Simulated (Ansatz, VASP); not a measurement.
**HfGe in two plane-wave programs**

One calculation is typed for both programs; each brings its own data sets. How far apart do they land? The cell is generated by rule, not measured, and may not be a known phase. The cell is taken from a series of runs on this material, whose earlier steps may have relaxed, scaled, displaced or heated it; both programs get it as it stands.

Main program and level: Ansatz 0.2.0; plane waves, with VASP 6.6.1 beside it; zone-centre phonons at PBEsol.

The structure was built from a prototype and need not be the compound's stable phase.

### Step 1. Starting point

The structure is hexagonal, space group P6_3/mmc (No. 194). Conventional cell: a = 4.583 Å, b = 4.583 Å, c = 5.277 Å, α = 90.00°, β = 90.00°, γ = 120.00°. Hf has 5 Ge at 2.64 to 2.65 Å nearest. Ge has 5 Hf at 2.64 to 2.65 Å nearest. Farther neighbours are not listed.

### Step 2. VASP: zone-centre phonons, PBEsol

Second derivatives magnify differences that forces hide, and they need a tight electronic threshold.

Lines of VASP's logs that name or quote its potential files are left out, and so is its time.

Input file INCAR:

```
SYSTEM = HfGe
PREC = Accurate
ENCUT = 500
EDIFF = 1E-08
NELM = 120
ISMEAR = 1
SIGMA = 0.2
LREAL = .FALSE.
ALGO = Normal
GGA = PS
NBANDS = 30
LASPH = .TRUE.
LORBIT = 11
LWAVE = .FALSE.
LCHARG = .FALSE.
ISIF = 2
IBRION = 8
GGA_COMPAT = .FALSE.
KPAR = 2
```

Input file POSCAR:

```
HfGe
1.0
    4.5826278453     -0.0000031801      0.0000000000
   -2.2913111686      3.9686737202      0.0000000000
    0.0000000000      0.0000000000      5.2774538066
Hf Ge
2 2
Direct
    0.3333333333      0.6666666667      0.9375000000
    0.6666666667      0.3333333333      0.4375000000
    0.3333333333      0.6666666667      0.4375000000
    0.6666666667      0.3333333333      0.9375000000
```

Input file KPOINTS:

```
Automatic mesh
0
Gamma
12 12 8
0 0 0
```

Potentials, in the order of the species: Hf_pv and Ge_d (PBE family, release 64).

Run with:

```console
> mpirun -np 2 vasp_std
```

Numbers of over 12 decimals in the logs are rounded to 6 here.

The log of the run:

```text
[banner, memory and clock lines left out]
running    2 mpi-ranks, on    1 nodes
 distrk:  each k-point on    1 cores,    2 groups
 distr:  one band on    1 cores,    1 groups

 POSCAR found type information on POSCAR HfGe
 POSCAR found :  2 types and       4 ions
|                                                                             |
|               ----> ADVICE to this user running VASP <----                  |
|                                                                             |
|     You enforced a specific xc type in the INCAR file but a different       |
|     [... a line on the potential file left out ...]
|     I HOPE YOU KNOW WHAT YOU ARE DOING!                                     |
|                                                                             |

 LDA part: xc-table for (Slater+PW92), standard interpolation
 POSCAR, INCAR and KPOINTS ok, starting setup
 FFT: planning ... GRIDC
 FFT: planning ... GRID_SOFT
 FFT: planning ... GRID
 WAVECAR not read
 entering main loop
       N       E                     dE             d eps       ncg     rms          rms(c)
DAV:   1     0.422588280897E+03    0.42259E+03   -0.24192E+04  6742   0.329E+03
DAV:   2     0.325371290478E+02   -0.39005E+03   -0.37606E+03  5738   0.775E+02
DAV:   3    -0.306831965904E+02   -0.63220E+02   -0.61292E+02  6694   0.180E+02
DAV:   4    -0.340537085119E+02   -0.33705E+01   -0.33434E+01  7022   0.446E+01
DAV:   5    -0.341633036523E+02   -0.10960E+00   -0.10951E+00  6988   0.854E+00    0.612E+01
DAV:   6    -0.320367608437E+02    0.21265E+01   -0.50688E+00  7928   0.129E+01    0.369E+01
DAV:   7    -0.318641210709E+02    0.17264E+00   -0.26560E+00  6442   0.925E+00    0.607E+00
DAV:   8    -0.317892562320E+02    0.74865E-01   -0.57191E-01  7264   0.422E+00    0.152E+00
DAV:   9    -0.317875242687E+02    0.17320E-02   -0.30437E-02  7242   0.210E+00    0.183E-01
DAV:  10    -0.317875800252E+02   -0.55756E-04   -0.22996E-03  7210   0.473E-01    0.213E-01
DAV:  11    -0.317875310489E+02    0.48976E-04   -0.69047E-04  7568   0.258E-01    0.878E-02
DAV:  12    -0.317875241505E+02    0.68984E-05   -0.51488E-05  7966   0.413E-02    0.492E-03
DAV:  13    -0.317875249538E+02   -0.80336E-06   -0.40846E-06  6974   0.115E-02    0.129E-02
DAV:  14    -0.317875249675E+02   -0.13635E-07   -0.58300E-07  6928   0.424E-03    0.108E-03
DAV:  15    -0.317875249611E+02    0.63355E-08   -0.38736E-08  5242   0.116E-03
   1 F= -.31787525E+02 E0= -.31787696E+02  d E =0.513162E-03
 Linear response reoptimize wavefunctions to high precision
DAV:   1    -0.317875249619E+02   -0.79854E-09   -0.28921E-09  4378   0.480E-04
DAV:   2    -0.317875249620E+02   -0.80036E-10   -0.55887E-10  4218   0.233E-04
 Linear response DOF=           4
 Linear response progress:
  Degree of freedom:   1/  4
       N       E                     dE             d eps       ncg     rms          rms(c)
RMM:   1    -0.223895137409E+00   -0.22390E+00    0.47210E+00 31922   0.852E+00
RMM:   2    -0.231650596632E+00   -0.77555E-02   -0.78762E-02 37184   0.135E+00    0.577E-01
RMM:   3    -0.231822779441E+00   -0.17218E-03   -0.91023E-03 42118   0.385E-01    0.270E-01
RMM:   4    -0.231682610731E+00    0.14017E-03   -0.15977E-03 45733   0.139E-01    0.203E-01
RMM:   5    -0.231494237034E+00    0.18837E-03   -0.41080E-04 46722   0.696E-02    0.595E-02
RMM:   6    -0.231463690426E+00    0.30547E-04   -0.16918E-04 46504   0.296E-02    0.837E-03
RMM:   7    -0.231475855355E+00   -0.12165E-04   -0.23952E-04 47086   0.157E-02    0.853E-03
RMM:   8    -0.231489767176E+00   -0.13912E-04   -0.16154E-04 46368   0.983E-03    0.190E-03
RMM:   9    -0.231495276222E+00   -0.55090E-05   -0.11022E-04 47349   0.614E-03    0.342E-03
RMM:  10    -0.231502263357E+00   -0.69871E-05   -0.72232E-05 46288   0.448E-03    0.106E-03
RMM:  11    -0.231501713198E+00    0.55016E-06   -0.44162E-05 43117   0.301E-03    0.203E-03
RMM:  12    -0.231502734355E+00   -0.10212E-05   -0.30313E-05 46027   0.214E-03    0.170E-03
RMM:  13    -0.231503018523E+00   -0.28417E-06   -0.18558E-05 48373   0.154E-03    0.181E-03
RMM:  14    -0.231503168476E+00   -0.14995E-06   -0.13320E-05 45726   0.113E-03    0.215E-03
RMM:  15    -0.231505220864E+00   -0.20524E-05   -0.83984E-06 46403   0.109E-03    0.330E-04
RMM:  16    -0.231504600765E+00    0.62010E-06   -0.51939E-06 43521   0.722E-04    0.560E-04
RMM:  17    -0.231504868554E+00   -0.26779E-06   -0.36421E-06 45935   0.549E-04    0.275E-04
RMM:  18    -0.231504841664E+00    0.26890E-07   -0.28062E-06 48840   0.435E-04    0.336E-04
RMM:  19    -0.231504932497E+00   -0.90833E-07   -0.19416E-06 47798   0.378E-04    0.174E-04
RMM:  20    -0.231505545477E+00   -0.61298E-06   -0.15811E-06 50906   0.403E-04    0.728E-04
RMM:  21    -0.231505509551E+00    0.35926E-07   -0.77305E-07 46443   0.298E-04    0.619E-04
[...]
RMM:  29    -0.231505120848E+00    0.17806E-07   -0.38272E-07 47125   0.217E-04    0.107E-05
RMM:  30    -0.231505121009E+00   -0.16165E-09   -0.38183E-07 46202   0.215E-04    0.802E-06
RMM:  31    -0.231505119492E+00    0.15175E-08   -0.36884E-07 44979   0.214E-04    0.750E-06
RMM:  32    -0.231505120658E+00   -0.11659E-08   -0.35499E-07 44671   0.214E-04    0.700E-06
RMM:  33    -0.231505118147E+00    0.25109E-08   -0.34210E-07 45474   0.213E-04    0.534E-06
[...]
RMM:   4    -0.228133694393E+00    0.29812E-03   -0.13130E-03 16579   0.127E-01    0.185E-01
RMM:   5    -0.227867888208E+00    0.26581E-03   -0.42291E-04 16172   0.684E-02    0.597E-02
RMM:   6    -0.227812997867E+00    0.54890E-04   -0.18520E-04 16762   0.298E-02    0.279E-02
RMM:   7    -0.227806457988E+00    0.65399E-05   -0.15267E-04 15921   0.151E-02    0.153E-02
RMM:   8    -0.227809322105E+00   -0.28641E-05   -0.11332E-04 16916   0.931E-03    0.439E-03
RMM:   9    -0.227815416240E+00   -0.60941E-05   -0.91396E-05 16540   0.588E-03    0.432E-03
RMM:  10    -0.227817963785E+00   -0.25475E-05   -0.80042E-05 16758   0.412E-03    0.148E-03
RMM:  11    -0.227817034505E+00    0.92928E-06   -0.53712E-05 16913   0.289E-03    0.242E-03
RMM:  12    -0.227816476827E+00    0.55768E-06   -0.38000E-05 17015   0.207E-03    0.339E-03
RMM:  13    -0.227816943228E+00   -0.46640E-06   -0.25897E-05 16839   0.155E-03    0.287E-03
RMM:  14    -0.227816788928E+00    0.15430E-06   -0.18405E-05 17099   0.115E-03    0.297E-03
[...]
RMM:  21    -0.227819375975E+00   -0.36039E-07   -0.11682E-06 17608   0.319E-04    0.821E-05
RMM:  22    -0.227819408760E+00   -0.32785E-07   -0.88127E-07 17520   0.293E-04    0.229E-05
RMM:  23    -0.227819407527E+00    0.12332E-08   -0.56675E-07 16352   0.273E-04    0.313E-05
RMM:  24    -0.227819418450E+00   -0.10924E-07   -0.41936E-07 17284   0.261E-04    0.152E-05
RMM:  25    -0.227819424499E+00   -0.60490E-08   -0.28097E-07 17333   0.253E-04    0.222E-05
RMM:  26    -0.227819411181E+00    0.13319E-07   -0.15732E-07 16516   0.246E-04    0.633E-06
RMM:  27    -0.227819411299E+00   -0.11801E-09   -0.10783E-07 15404   0.241E-04    0.867E-06
RMM:  28    -0.227819413546E+00   -0.22475E-08   -0.32081E-08 15373   0.239E-04    0.616E-06
 first order change of Fermi-energy   0.64092E-03
 force on displaced ion       1 direction 3 :   0.000  -0.000 -11.106
 Linear response progress:
  Degree of freedom:   3/  4
       N       E                     dE             d eps       ncg     rms          rms(c)
RMM:   1    -0.190342013624E+00   -0.19034E+00    0.10198E+01 25836   0.477E+01
RMM:   2    -0.199031020179E+00   -0.86890E-02   -0.16388E-02 38660   0.686E-01    0.330E-01
RMM:   3    -0.199142889114E+00   -0.11187E-03   -0.18405E-03 42228   0.224E-01    0.231E-01
RMM:   4    -0.199651278306E+00   -0.50839E-03   -0.39553E-04 42053   0.102E-01    0.223E-02
RMM:   5    -0.199515336798E+00    0.13594E-03   -0.87702E-05 40217   0.393E-02    0.308E-02
RMM:   6    -0.199540872583E+00   -0.25536E-04   -0.21581E-05 45791   0.171E-02    0.119E-02
RMM:   7    -0.199547903306E+00   -0.70307E-05   -0.24509E-06 41820   0.552E-03    0.462E-03
RMM:   8    -0.199549407692E+00   -0.15044E-05   -0.11875E-06 46459   0.218E-03    0.173E-03
RMM:   9    -0.199550408591E+00   -0.10009E-05   -0.13769E-06 45203   0.869E-04    0.105E-03
RMM:  10    -0.199552954008E+00   -0.25454E-05   -0.10840E-06 44800   0.592E-04    0.727E-05
RMM:  11    -0.199552959425E+00   -0.54168E-08   -0.91649E-07 46755   0.299E-04    0.194E-04
RMM:  12    -0.199552792828E+00    0.16660E-06   -0.73183E-07 46590   0.201E-04    0.846E-05
RMM:  13    -0.199552750896E+00    0.41932E-07   -0.66920E-07 47134   0.165E-04    0.245E-05
RMM:  14    -0.199552770714E+00   -0.19818E-07   -0.53806E-07 48112   0.148E-04    0.205E-05
[...]
RMM:  18    -0.199552775317E+00   -0.63463E-07   -0.28196E-07 47897   0.134E-04    0.122E-05
RMM:  19    -0.199552769714E+00    0.56031E-08   -0.26129E-07 48062   0.128E-04    0.149E-05
RMM:  20    -0.199552769932E+00   -0.21808E-09   -0.21148E-07 45524   0.126E-04    0.151E-05
RMM:  21    -0.199552810217E+00   -0.40284E-07   -0.18903E-07 50648   0.128E-04    0.561E-06
RMM:  22    -0.199552793805E+00    0.16411E-07   -0.15076E-07 49598   0.124E-04    0.968E-06
RMM:  23    -0.199552801121E+00   -0.73156E-08   -0.14228E-07 48211   0.123E-04    0.874E-06
RMM:  24    -0.199552800154E+00    0.96750E-09   -0.11367E-07 47823   0.122E-04    0.103E-05
RMM:  25    -0.199552800545E+00   -0.39180E-09   -0.86912E-08 48079   0.121E-04    0.111E-05
 first order change of Fermi-energy  -0.35898E-04
 force on displaced ion       3 direction 1 :  -9.249  -0.003   0.000
 Linear response progress:
  Degree of freedom:   4/  4
       N       E                     dE             d eps       ncg     rms          rms(c)
RMM:   1    -0.195444660070E+00   -0.19544E+00    0.98279E+00  9270   0.465E+01
RMM:   2    -0.202905243925E+00   -0.74606E-02   -0.18217E-02 13841   0.715E-01    0.386E-01
RMM:   3    -0.203116446496E+00   -0.21120E-03   -0.27617E-03 14770   0.244E-01    0.234E-01
RMM:   4    -0.203554736348E+00   -0.43829E-03   -0.50935E-04 14943   0.115E-01    0.374E-02
RMM:   5    -0.203483239926E+00    0.71496E-04   -0.13253E-04 14319   0.450E-02    0.223E-02
RMM:   6    -0.203534050354E+00   -0.50810E-04    0.79884E-06 16022   0.185E-02    0.903E-03
RMM:   7    -0.203563488690E+00   -0.29438E-04    0.68256E-06 14534   0.787E-03    0.273E-03
RMM:   8    -0.203567840031E+00   -0.43513E-05    0.23220E-05 15872   0.300E-03    0.834E-04
RMM:   9    -0.203573606665E+00   -0.57666E-05    0.16826E-05 15546   0.149E-03    0.315E-04
RMM:  10    -0.203574081868E+00   -0.47520E-06    0.12160E-05 15997   0.726E-04    0.151E-04
RMM:  11    -0.203575041648E+00   -0.95978E-06    0.45717E-06 16020   0.464E-04    0.681E-05
RMM:  12    -0.203574341938E+00    0.69971E-06    0.10289E-05 15559   0.328E-04    0.490E-05
RMM:  13    -0.203574956647E+00   -0.61471E-06    0.34400E-06 16720   0.239E-04    0.918E-05
RMM:  14    -0.203574818701E+00    0.13795E-06    0.49170E-06 16525   0.197E-04    0.783E-05
[...]
RMM:  25    -0.203576063004E+00   -0.68430E-07   -0.32483E-06 17462   0.118E-04    0.280E-06
RMM:  26    -0.203576051191E+00    0.11814E-07   -0.31448E-06 16057   0.117E-04    0.340E-06
RMM:  27    -0.203576025345E+00    0.25845E-07   -0.28761E-06 15568   0.116E-04    0.351E-06
RMM:  28    -0.203575994279E+00    0.31066E-07   -0.25568E-06 15227   0.116E-04    0.364E-06
RMM:  29    -0.203575984031E+00    0.10248E-07   -0.24292E-06 16562   0.115E-04    0.207E-06
RMM:  30    -0.203575969003E+00    0.15028E-07   -0.22703E-06 15310   0.115E-04    0.221E-06
RMM:  31    -0.203575963683E+00    0.53200E-08   -0.22627E-06 15205   0.115E-04    0.229E-06
RMM:  32    -0.203575956067E+00    0.76158E-08   -0.21510E-06 15188   0.115E-04    0.242E-06
 first order change of Fermi-energy  -0.10458E-02
 force on displaced ion       3 direction 3 :   0.000  -0.000 -11.333
 Linear response finished
```

(Part 1 of 2 ends here.)

[Lines on the potential files, build, host, timing and source positions are cut from VASP's logs without a mark.]

[Logs are printed without paths, hosts, clocks, repeated set-up lines and the standing remarks that a program may print on its own settings, such as how far it seeks lower states.]

[Hosts, paths, dates, database ids (printed as entryN), source tags and the programs' standing remarks are cut or masked in the printed files.]
